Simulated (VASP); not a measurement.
Data:

```
CuZn
1.0
    2.91363     0.00000     0.00000
    0.00000     2.91363     0.00000
    0.00000     0.00000     2.91363
Zn Cu
1 1
Direct
  0.50000   0.50000   0.50000
  0.00000   0.00000   0.00000
```

Level of theory: r2SCAN+rVV10, VASP's PBE PAW potentials (set 64) (plane waves; VASP). Numerical set-up: 520 eV cut-off, 12×12×12 Γ-centred mesh, first-order Methfessel-Paxton smearing of 0.10 eV, potentials Zn Cu.

Give the energy at these volumes per atom, relative to the lowest: 11.60, 11.97, 12.34, 12.71, 13.08 Å³.

23.5, 5.9, 0.0, 3.7, 15.4 meV/atom. A third-order Birch-Murnaghan fit gives B0 = 137 GPa and B0′ = 5.4.

Measured: bulk modulus 116 GPa (computed value off by +17.8 %), as given by Niraj K. Nepal et al., Physical Review B (2020), arXiv:2007.11150; a 2.958 Å (computed value off by -1.5 %), as given by First-Principles Study on the Electrical and Thermal Conductivities of Cu–Zn Binary Alloys. The calculation is for a static lattice, while the measured bulk modulus, a hold thermal and zero-point effects, which are part of the difference.

The compound is CuZn in the CsCl type structure. It was relaxed first.
